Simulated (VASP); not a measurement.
Here is the system:

```xyz
3
Lattice="0.0000 2.8194 2.8194 2.8194 0.0000 2.8194 2.8194 2.8194 0.0000" Properties=species:S:1:pos:R:3 pbc="T T T"
Li     1.4097     1.4097     1.4097
Li     4.2291     4.2291     4.2291
S      0.0000     0.0000     0.0000
```

Level of theory: PBE GGA with D4 dispersion, VASP's PBE PAW potentials (set 64) (plane waves; VASP). Numerical set-up: 520 eV cut-off, 8×8×8 Γ-centred mesh, tetrahedra with Blöchl corrections, potentials Li_sv S.

### Question
The job: Li2S (antifluorite), 3 atoms, PBE-D4, static run, 520 eV, 8×8×8 Γ-centred mesh. Roughly how much core time does it take on a busy server core?

### Answer
About 10 core-seconds (one run on a shared machine, a rough figure). It had 29 irreducible k-points, 10 bands, up to 1243 plane waves and 15 electronic steps.

The compound is Li2S in the antifluorite structure. It was relaxed first.
